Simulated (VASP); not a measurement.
# MgZnSeS with optB86b-vdW: from relaxation to properties, part 5 of 5

Wanted: the relaxed cell of MgZnSeS and its properties. The cell is invented: it takes the structure of a Materials Project entry for Zn2SeS (space group 160 there), with some of its atoms replaced by other elements, volume scaled by an estimate. It may not be a known or stable phase.

VASP 6.6.1; optB86b-vdW; plane waves and PAW (Se, Zn, S, Mg); invented cell.

Still holding for the runs below: Spin-orbit coupling is off here; it would split degenerate levels, and it lifts a valence top of Se p states by about 0.1 eV.

So far, gap on the k-mesh (eV): step 2 (rough relaxation of the start cell) 1.66; step 3 (full relaxation (optB86b-vdW)) 1.65; step 6 (total and projected DOS (optB86b-vdW)) 1.65. The relaxed cell has a = 4.001, c = 19.795 Å (conventional setting).

## (7) Optical spectrum (optB86b-vdW)

LOPTICS sums transitions from filled to empty bands. NBANDS is raised for it.

File INCAR:

```
SYSTEM = MgZnSeS
PREC = Accurate
ENCUT = 400
EDIFF = 1E-06
NELM = 100
ISMEAR = 0
SIGMA = 0.05
LREAL = .FALSE.
ALGO = Normal
GGA = MK
AGGAC = 0
LUSE_VDW = .TRUE.
PARAM1 = 0.1234
PARAM2 = 1
LASPH = .TRUE.
NBANDS = 45
LORBIT = 11
LWAVE = .FALSE.
LCHARG = .FALSE.
KPAR = 2
LOPTICS = .TRUE.
NEDOS = 1500
CSHIFT = 0.1
```

File POSCAR:

```
MgZnSeS
1.0
    2.0005306991      1.1550073190      6.5982528093
   -2.0005306991      1.1550073190      6.5982528093
    0.0000000000     -2.3100146380      6.5982528093
Se Zn S Mg
1 1 1 1
Direct
    0.6210036071      0.6210036071      0.6210036071
    0.4968641503      0.4968641503      0.4968641503
    0.1279122356      0.1279122356      0.1279122356
    0.0042190069      0.0042190069      0.0042190069
```

File KPOINTS:

```
Automatic mesh
0
Gamma
9 9 9
0 0 0
```

The projector-augmented-wave data sets are Se, Zn, S and Mg (PBE family, release 64).

Started as:

```console
$ mpirun -np 2 vasp_std
```

Output:

```text
[... set-up lines as in an earlier step ...]
 entering main loop
       N       E                     dE             d eps       ncg     rms          rms(c)
DAV:   1     0.156613178968E+03    0.15661E+03   -0.80588E+03  7761   0.458E+02
DAV:   2     0.112709612417E+02   -0.14534E+03   -0.12770E+03  8066   0.141E+02
DAV:   3    -0.728627809007E+01   -0.18557E+02   -0.18038E+02  9148   0.493E+01
DAV:   4    -0.766430459828E+01   -0.37803E+00   -0.37738E+00  9119   0.745E+00
DAV:   5    -0.766662461133E+01   -0.23200E-02   -0.23199E-02  9073   0.561E-01    0.633E+00
DAV:   6    -0.688099416627E+01    0.78563E+00   -0.47686E-01 10650   0.161E+01    0.478E+00
DAV:   7    -0.682203375225E+01    0.58960E-01   -0.41433E-01  9022   0.226E+00    0.262E+00
DAV:   8    -0.682533269502E+01   -0.32989E-02   -0.20479E-02  9311   0.787E-01    0.862E-01
DAV:   9    -0.682647222061E+01   -0.11395E-02   -0.60880E-03  8709   0.273E-01    0.229E-01
DAV:  10    -0.682656378781E+01   -0.91567E-04   -0.22917E-04  9138   0.590E-02    0.804E-02
DAV:  11    -0.682674382626E+01   -0.18004E-03   -0.25552E-04  8398   0.518E-02    0.324E-02
DAV:  12    -0.682674425317E+01   -0.42691E-06   -0.10582E-05  9319   0.116E-02    0.298E-02
DAV:  13    -0.682675124155E+01   -0.69884E-05   -0.70229E-06  8385   0.101E-02    0.107E-02
DAV:  14    -0.682675163148E+01   -0.38993E-06   -0.70389E-07  8426   0.342E-03
   1 F= -.68267516E+01 E0= -.68267516E+01  d E =-.883407E-12
 optical routines
 imaginary and real dielectric function
 recalculating local potential from charge density
 direction            1
 direction            2
 direction            3
```

Wall time 8.1 min (2 MPI ranks of Intel Xeon Platinum 8488C (Sapphire Rapids), shared host); peak memory 2 GiB.

OUTCAR, selected parts (step 7):

```text
   k-points           NKPTS =     85   k-points in BZ     NKDIM =     85   number of bands    NBANDS=     45

   NELECT =      26.0000    total number of electrons

 E-fermi :   1.5721

 k-point     1 :       0.0000    0.0000    0.0000
  band No.  band energies     occupation
    ...
      9       0.5949      2.00000
     10       0.5949      2.00000
     11       1.1193      2.00000
     12       1.3571      2.00000
     13       1.3571      2.00000
     14       3.0061      0.00000
     15       5.4472      0.00000
     16       7.6071      0.00000
     17       7.6071      0.00000
     18       7.9913      0.00000
    ...

  Total       -0.0201219     -0.0201219      0.0051841      0.0000000      0.0000000     -0.0000000
  in kB       -0.3524271     -0.3524273      0.0907969      0.0000000      0.0000000     -0.0000000
  external PRESSURE =      -0.2046858 kB  Pullay stress =       0.0000000 kB

 POSITION                                       TOTAL-FORCE (eV/Angst)
 -----------------------------------------------------------------------------------
      0.00000      0.00000     12.29262         0.000000     -0.000000     -0.006485
      0.00000      0.00000      9.83531         0.000000      0.000000      0.007931
      0.00000      0.00000      2.53199         0.000000      0.000000      0.003014
      0.00000      0.00000      0.08351         0.000000      0.000000     -0.004461
 -----------------------------------------------------------------------------------
    total drift:                                0.000000     -0.000014      0.000805

  FREE ENERGIE OF THE ION-ELECTRON SYSTEM (eV)
  ---------------------------------------------------
  free  energy   TOTEN  =        -6.8267516315 eV

  energy  without entropy=       -6.8267516315  energy(sigma->0) =       -6.82675163

Total vdW correction in eV:      5.6183251

Total vdW correction in eV:      5.6183251

 plasma frequency squared (from intraband transitions) (eV^2)
  --------------------------------------------------------------------------------------
       0.000       0.000       0.000
       0.000       0.000       0.000
       0.000       0.000       0.000

[... 6 parts as in an earlier step ...]

[... 10 further parts left out ...]
```

These are independent-particle spectra without excitons or local fields, and fine structure depends on the mesh and on CSHIFT.

Numbers from this step:

```yaml
bands: 45
irreducible_k_points: 85
fermi_energy: 1.572 eV
pressure: -0.02047 GPa
```

The imaginary dielectric function has structure finer than the step of the table below, so its rows give means over 1 eV, whole bins alone (the curve runs from 0 to 25.0 eV). Peaks (eV: height): xx 5.5: 10.4, 6.9: 8.87; zz 4.4: 6.00, 5.4: 11.7, 7.4: 8.81.

The imaginary dielectric function by photon energy; means over each step:

| photon energy (eV) | xx | zz |
| --- | --- | --- |
| 1 | 0.0701 | 0.0502 |
| 2 | 0.615 | 0.412 |
| 3 | 1.68 | 1.42 |
| 4 | 3.31 | 4.18 |
| 5 | 7.39 | 8.04 |
| 6 | 8.30 | 7.89 |
| 7 | 8.05 | 8.01 |
| 8 | 6.27 | 5.71 |
| 9 | 3.26 | 3.28 |
| 10 | 2.32 | 2.24 |
| 11 | 1.54 | 1.60 |
| 12 | 1.04 | 1.09 |
| 13 | 0.768 | 0.832 |
| 14 | 0.587 | 0.620 |
| 15 | 0.474 | 0.542 |
| 16 | 0.452 | 0.484 |
| 17 | 0.409 | 0.408 |
| 18 | 0.351 | 0.316 |
| 19 | 0.297 | 0.276 |
| 20 | 0.251 | 0.248 |
| 21 | 0.194 | 0.189 |
| 22 | 0.175 | 0.175 |
| 23 | 0.147 | 0.147 |
| 24 | 0.121 | 0.133 |

Real dielectric function against photon energy:

| photon energy (eV) | xx | zz |
| --- | --- | --- |
| 0.0 | 5.87 | 5.88 |
| 0.5 | 5.92 | 5.93 |
| 1.0 | 6.10 | 6.09 |
| 1.5 | 6.56 | 6.42 |
| 2.0 | 6.57 | 6.65 |
| 2.5 | 7.05 | 7.83 |
| 3.0 | 7.47 | 7.12 |
| 3.5 | 7.28 | 8.92 |
| 4.0 | 8.11 | 8.75 |
| 4.5 | 8.16 | 7.02 |
| 5.0 | 8.14 | 9.09 |
| 5.5 | 4.58 | 3.63 |
| 6.0 | 2.87 | 0.855 |
| 6.5 | 2.23 | 2.46 |
| 7.0 | 0.766 | 1.28 |
| 7.5 | -1.29 | -1.91 |
| 8.0 | -3.00 | -2.15 |
| 8.5 | -2.95 | -2.38 |
| 9.0 | -1.99 | -2.23 |
| 9.5 | -1.99 | -1.92 |
| 10.0 | -2.08 | -1.79 |
| 10.5 | -1.58 | -1.33 |
| 11.0 | -1.21 | -1.31 |
| 11.5 | -1.24 | -1.14 |
| 12.0 | -0.914 | -0.926 |
| 12.5 | -0.830 | -0.804 |
| 13.0 | -0.645 | -0.658 |
| 13.5 | -0.493 | -0.522 |
| 14.0 | -0.402 | -0.388 |
| 14.5 | -0.277 | -0.251 |
| 15.0 | -0.125 | -0.172 |
| 15.5 | -0.0784 | -0.104 |
| 16.0 | 0.0294 | -0.00454 |
| 16.5 | 0.0458 | -7.0e-4 |
| 17.0 | 0.0815 | 0.0468 |
| 17.5 | 0.130 | 0.0761 |
| 18.0 | 0.147 | 0.134 |
| 18.5 | 0.189 | 0.186 |
| 19.0 | 0.205 | 0.214 |
| 19.5 | 0.259 | 0.272 |
| 20.0 | 0.264 | 0.280 |
| 20.5 | 0.304 | 0.304 |
| 21.0 | 0.343 | 0.343 |
| 21.5 | 0.384 | 0.390 |
| 22.0 | 0.397 | 0.403 |
| 22.5 | 0.411 | 0.417 |
| 23.0 | 0.451 | 0.454 |
| 23.5 | 0.458 | 0.468 |
| 24.0 | 0.493 | 0.493 |
| 24.5 | 0.508 | 0.504 |

The mean of ε2 over directions passes 5 % of its top at 1.87 eV, against a least direct gap of 1.65 eV on this mesh, so absorption sets in close to the direct gap.

## (8) Results

```json
{"relaxed volume": "22.87 Å³/atom", "relaxed conventional cell a, b, c": "4.001, 4.001, 19.795 Å; angles 90.0, 90.0, 120.0°", "space group after relaxing, within 0.02 Å": "R3m (No. 160)", "band gap": "1.65 eV, direct", "gap among the points of the DOS mesh alone, an upper bound": "1.65 eV", "strongest peak of ε2, mean over directions": "5.50 eV", "ε1 at zero frequency, no local fields, mean": "5.87"}
```

With optB86b-vdW, MgZnSeS relaxes to 22.87 Å³/atom in space group R3m (held by the symmetry of the run) and has a direct gap of 1.65 eV. Band structure (optB86b-vdW): The path shows a direct gap of 1.65 eV (valence top at Γ, conduction bottom at Γ). Semilocal functionals usually underestimate gaps. Spin-orbit coupling is left out; it would split some degenerate bands. No search among competing phases was made. All values are for a static lattice at zero temperature.

[Lines on the potential files, build, host, timing and source positions are cut from VASP's logs without a mark.]

[Logs are printed without paths, hosts, clocks, repeated set-up lines and the standing remarks that a program may print on its own settings, such as how far it seeks lower states.]

[Hosts, paths, dates, database ids (printed as entryN), source tags and the programs' standing remarks are cut or masked in the printed files.]

[A measured line is paired with the nearest computed mode of its activity, which favours agreement.]
